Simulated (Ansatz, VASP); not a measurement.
# Cross-check of BePd between VASP and Ansatz, part 2 of 2

Aim: how closely do two programs agree when they are given the same cell, functional and k mesh? The cell is taken from a series of runs on this material, whose earlier steps may have relaxed, scaled, displaced or heated it; both programs get it as it stands.

VASP 6.6.1 and Ansatz 0.2.0.

So far: The structure; VASP: relaxation of cell and atoms, r2SCAN, pair 1; Ansatz: relaxation of cell and atoms, r2SCAN, pair 1; Comparison; Ansatz: relaxation of cell and atoms, r2SCAN, pair 2.

## 6. VASP: relaxation of cell and atoms, r2SCAN, pair 2

Level of this step: r2SCAN; plane waves and PAW (Be, Pd) (VASP).

The same cell, functional, mesh and smearing now go to VASP, with its own data sets.

INCAR

```
SYSTEM = BePd
PREC = Accurate
ENCUT = 660
EDIFF = 1E-07
NELM = 120
ISMEAR = 1
SIGMA = 0.15
LREAL = .FALSE.
ALGO = Normal
METAGGA = R2SCAN
LASPH = .TRUE.
NBANDS = 12
LORBIT = 11
LWAVE = .FALSE.
LCHARG = .FALSE.
ISIF = 3
IBRION = 2
NSW = 80
EDIFFG = -0.005
GGA_COMPAT = .FALSE.
NELMIN = 4
LMIXTAU = .TRUE.
KPAR = 2
```

POSCAR

```
BePd
1.0
    2.8120420000      0.0000000000      0.0000000000
    0.0000000000      2.8120420000      0.0000000000
    0.0000000000      0.0000000000      2.8120420000
Be Pd
1 1
Direct
    0.0000000000      0.0000000000      0.0000000000
    0.5000000000      0.5000000000      0.5000000000
```

KPOINTS

```
Automatic mesh
0
Gamma
16 16 16
0 0 0
```

Potentials, in the order of the species: Be and Pd (PBE family, release 64).

On the command line:

```console
> mpirun -np 2 vasp_std
```

Numbers of over 12 decimals in the logs are rounded to 6 here.

Output:

```text
[banner, memory and clock lines left out]
running    2 mpi-ranks, on    1 nodes
[...]
[... a notice as in an earlier step ...]

 LDA part: xc-table for (None), standard interpolation
 POSCAR, INCAR and KPOINTS ok, starting setup
[...]
entering main loop
       N       E                     dE             d eps       ncg     rms          rms(c)
DAV:   1     0.386835907310E+02    0.38684E+02   -0.75971E+03  3960   0.120E+03
DAV:   2    -0.309639438190E+02   -0.69648E+02   -0.65411E+02  4496   0.228E+02
DAV:   3    -0.322613411540E+02   -0.12974E+01   -0.12933E+01  4744   0.319E+01
DAV:   4    -0.322721564896E+02   -0.10815E-01   -0.10813E-01  4896   0.326E+00
[...]
DAV:  13    -0.284577677469E+02   -0.17620E-05   -0.30628E-06  5228   0.164E-02    0.114E-03
DAV:  14    -0.284577676102E+02    0.13672E-06   -0.23700E-07  4352   0.443E-03    0.515E-04
DAV:  15    -0.284577676511E+02   -0.40971E-07   -0.55968E-08  2748   0.261E-03
   1 F= -.28457768E+02 E0= -.28457470E+02  d E =-.284578E+02
[...]
2 F= -.28457780E+02 E0= -.28457490E+02  d E =-.121928E-04
 trial-energy change:   -0.000012  1 .order   -0.000026   -0.000480    0.000428
 step:   0.5058(harm=  0.5287)  dis= 0.00000  next Energy=   -28.457887 (dE=-0.120E-03)
[...]
N       E                     dE             d eps       ncg     rms          rms(c)
DAV:   1    -0.284592935451E+02   -0.15138E-02   -0.21057E-02  4284   0.146E+00    0.258E-01
DAV:   2    -0.284579450503E+02    0.13485E-02   -0.11129E-02  4244   0.853E-01    0.805E-02
DAV:   3    -0.284578849787E+02    0.60072E-04   -0.49800E-04  4164   0.187E-01    0.306E-02
DAV:   4    -0.284578668234E+02    0.18155E-04   -0.49225E-05  4372   0.508E-02    0.623E-03
DAV:   5    -0.284578868513E+02   -0.20028E-04   -0.10302E-05  4080   0.283E-02    0.147E-03
DAV:   6    -0.284578863858E+02    0.46544E-06   -0.66661E-07  4580   0.725E-03    0.160E-03
DAV:   7    -0.284578865480E+02   -0.16218E-06   -0.24925E-08  2532   0.150E-03    0.130E-03
DAV:   8    -0.284578866876E+02   -0.13964E-06   -0.22649E-07  3796   0.435E-03    0.686E-05
DAV:   9    -0.284578866955E+02   -0.78229E-08   -0.32128E-09  2016   0.631E-04
   3 F= -.28457887E+02 E0= -.28457593E+02  d E =-.119044E-03
[...]
reached required accuracy - stopping structural energy minimisation
```

Parts of OUTCAR (step 6):

```text
  Total        0.0032063      0.0032063      0.0032063      0.0000000     -0.0000000      0.0000000
  in kB        0.2303355      0.2303355      0.2303355      0.0000000     -0.0000000      0.0000000
  external PRESSURE =       0.2303355 kB  Pullay stress =       0.0000000 kB

 POSITION                                       TOTAL-FORCE (eV/Angst)
 -----------------------------------------------------------------------------------
      0.00000      0.00000      0.00000         0.000000     -0.000000      0.000000
      1.40742      1.40742      1.40742        -0.000000      0.000000      0.000000
 -----------------------------------------------------------------------------------
    total drift:                                0.000000     -0.000000     -0.000000

  FREE ENERGIE OF THE ION-ELECTRON SYSTEM (eV)
  ---------------------------------------------------
  free  energy   TOTEN  =       -28.4578866955 eV

  energy  without entropy=      -28.4570045221  energy(sigma->0) =      -28.45759264

[... 1 part as in an earlier step ...]

[... 3 further parts left out ...]
[key lines of the parts left out:]
E-fermi :   9.8126
```

## 7. Differences

What differs besides the data sets and the points named for the pairs above, as far as they apply: the data sets hold 20 valence electrons in Ansatz (on its default PAW (the set named soft_2) files) and 12 in VASP. Total energies have different zeros and are not compared.

Both answers:

```csv
quantity,Ansatz,VASP,difference
volume (Å³),22.24,22.30,-0.27 %
"edge a after relaxation, in the typed setting (Å)",2.812,2.815,-0.09 %
```

## 8. VASP: zone-centre phonons, r2SCAN

Second derivatives magnify differences that forces hide, and they need a tight electronic threshold.

INCAR

```
SYSTEM = BePd
PREC = Accurate
ENCUT = 660
EDIFF = 1E-08
NELM = 120
ISMEAR = 1
SIGMA = 0.15
LREAL = .FALSE.
ALGO = Normal
METAGGA = R2SCAN
LASPH = .TRUE.
NBANDS = 12
LORBIT = 11
LWAVE = .FALSE.
LCHARG = .FALSE.
ISIF = 2
IBRION = 6
NFREE = 2
POTIM = 0.015
NSW = 1
GGA_COMPAT = .FALSE.
LMIXTAU = .TRUE.
KPAR = 2
```

POSCAR

```
BePd
1.0
    2.8122709577      0.0000000000      0.0000000000
    0.0000000000      2.8122709577      0.0000000000
    0.0000000000      0.0000000000      2.8122709577
Be Pd
1 1
Direct
    0.0000000000      0.0000000000      0.0000000000
    0.5000000000      0.5000000000      0.5000000000
```

KPOINTS is that of step 6.

On the command line:

```console
> mpirun -np 2 vasp_std
```

Output:

```text
[... set-up lines as in an earlier step ...]
 entering main loop
       N       E                     dE             d eps       ncg     rms          rms(c)
DAV:   1     0.385966478174E+02    0.38597E+02   -0.76375E+03  3976   0.119E+03
DAV:   2    -0.309727800727E+02   -0.69569E+02   -0.64952E+02  4500   0.226E+02
DAV:   3    -0.322609782801E+02   -0.12882E+01   -0.12838E+01  4740   0.318E+01
DAV:   4    -0.322719669531E+02   -0.10989E-01   -0.10987E-01  4900   0.326E+00
[...]
DAV:  15    -0.284577866526E+02   -0.41310E-07   -0.57298E-08  4524   0.262E-03    0.407E-04
DAV:  16    -0.284577867077E+02   -0.55057E-07   -0.58869E-09  2720   0.776E-04    0.470E-05
DAV:  17    -0.284577867112E+02   -0.34502E-08   -0.30712E-10  2220   0.159E-04
   1 F= -.28457787E+02 E0= -.28457490E+02  d E =-.891494E-03
[...]
2 F= -.28457293E+02 E0= -.28456997E+02  d E =-.890890E-03
[...]
3 F= -.28457294E+02 E0= -.28456997E+02  d E =-.890890E-03
[...]
4 F= -.28457294E+02 E0= -.28456997E+02  d E =-.890889E-03
[...]
5 F= -.28457294E+02 E0= -.28456997E+02  d E =-.890889E-03
 Finite differences progress:
  Degree of freedom:   2/  2
  Displacement:        2/  2
  Total:               4/  4
```

From OUTCAR (step 8):

```text
  Total        0.0751544      0.0771435      0.0771435      0.0000000      0.0000000      0.0000000
  in kB        5.4136890      5.5569726      5.5569726      0.0000000      0.0000000      0.0000000
  external PRESSURE =       5.5092114 kB  Pullay stress =       0.0000000 kB

 POSITION                                       TOTAL-FORCE (eV/Angst)
 -----------------------------------------------------------------------------------
      0.00000      0.00000      0.00000        -0.065814     -0.000000      0.000000
      1.39114      1.40614      1.40614         0.065814      0.000000     -0.000000
 -----------------------------------------------------------------------------------
    total drift:                                0.000007      0.000000     -0.000001

  FREE ENERGIE OF THE ION-ELECTRON SYSTEM (eV)
  ---------------------------------------------------
  free  energy   TOTEN  =       -28.4572937943 eV

  energy  without entropy=      -28.4564029055  energy(sigma->0) =      -28.45699683

[... 1 part as in an earlier step ...]

[... 2 further parts left out ...]
[key lines of the parts left out:]
E-fermi :   9.8540
```

The last energy, forces, stress and levels in OUTCAR belong to the last displaced cell, not to the cell of POSCAR.

Levels, forces or a CONTCAR printed for this step are those of its last displaced cell, not of the structure at rest.

## 9. Ansatz: zone-centre phonons, r2SCAN

The same cell, functional, mesh and smearing now go to Ansatz, which takes its cutoff from its data sets.

The cell is taken from a series of runs on this material, whose earlier steps may have relaxed, scaled, displaced or heated it; both programs get it as it stands.

input.yaml

```yaml
crystal:
  lattice:
    - [2.8122709577, 0.0, 0.0]
    - [0.0, 2.8122709577, 0.0]
    - [0.0, 0.0, 2.8122709577]
  atoms:
    - { symbol: Be, position: [0.0, 0.0, 0.0] }
    - { symbol: Pd, position: [0.5, 0.5, 0.5] }
kpoints:
  mp_grid: { grid: [16, 16, 16] }
hamiltonian:
  xc: r2scan
scf:
  occupations: { method: methfessel_paxton, width: 0.15 }
output:
  eigenvalues: true
phonons:
  method: dfpt
```

On the command line:

```console
> ansatz run input.yaml --threads 4 --pin off --max-ram 7168MiB --backend cpu --events-out ev --progress --plain --runs-dir out
```

Output:

```text
[...]
Crystal: 2 atoms, lattice volume = 22.242 Å³
Basis set: ecut = 500 eV, 587 PW (Γ), exchange–correlation on 144×144×144 points (216 copies of the dense FFT grid, shifted against one another)
Bands: 14, of which v1, the nominal top of the filled ones, is band 10 counted from 1 (9 counted from 0)
Symmetry: 48 space group operations
k-points: 405 of 4096 (irreducible under 8 space group operations, time reversal used)
[...]
k mesh reduced under 8 symmetry operations, with k and −k counted as one. Each operation leaves every solved perturbation unchanged. A smaller set is not considered because the functional reads the kinetic-energy density
  ASR residual: 1.070e-4 → 0.000e0 eV/Å²; symmetrization residual: 5.095e-7 eV/Å²
  ASR residual per site (eV/Å²): 8.70e-6 1.07e-4
  Γ frequencies (cm⁻¹): 0.00 0.00 0.00 372.42 372.42 372.42
  non-analytic LO–TO correction: not included (Born effective charges unavailable; polar crystals: no LO–TO splitting at Γ)
[key lines of the parts left out:]
SCF converged after 9 iterations
Free energy (F): -7080.238815 eV
Fermi energy:    16.860078 eV
```

## 10. Comparison

What differs besides the data sets and the points named for the pairs above, as far as they apply: the data sets hold 20 valence electrons in Ansatz (on its default PAW (the set named soft_2) files) and 12 in VASP; VASP uses finite displacements, Ansatz perturbation theory. Total energies have different zeros and are not compared.

The two programs side by side:

```csv
quantity,Ansatz,VASP,difference
optical mode 1 to 3 (cm⁻¹),372.4,379.0,-1.73 %
```

Modes are paired by rising frequency, not by their patterns, so a pair may set unlike modes beside each other; they are those without the splitting of longitudinal modes.

## 11. Outcome

* difference in volume (relaxation of cell and atoms, r2SCAN, pair 1): -0.29 %
* difference in volume (relaxation of cell and atoms, r2SCAN, pair 2): -0.27 %
* r.m.s. difference of the optical zone-centre modes, each program's sorted by frequency (zone-centre phonons, r2SCAN): 6.6 cm⁻¹
* difference in optical mode 1 to 3 (zone-centre phonons, r2SCAN): -1.7 %

In words: The difference in volume is -0.29 % (relaxation of cell and atoms, r2SCAN, pair 1), within the 1.2 % picked in this series as the mark of a large difference, as far as the stopping tolerances let one tell. The data sets hold unlike numbers of valence electrons (20 in Ansatz and 12 in VASP), so part of the differences comes from the potentials. Among the rows given in per cent, the largest difference of the zone-centre phonons, r2SCAN pair is in optical mode 1 to 3, -1.7 %. How closely two codes agree says nothing of how well the functional describes the real material.

[Lines on the potential files, build, host, timing and source positions are cut from VASP's logs without a mark.]

[Logs are printed without paths, hosts, clocks, repeated set-up lines and the standing remarks that a program may print on its own settings, such as how far it seeks lower states.]

[Hosts, paths, dates, database ids (printed as entryN), source tags and the programs' standing remarks are cut or masked in the printed files.]
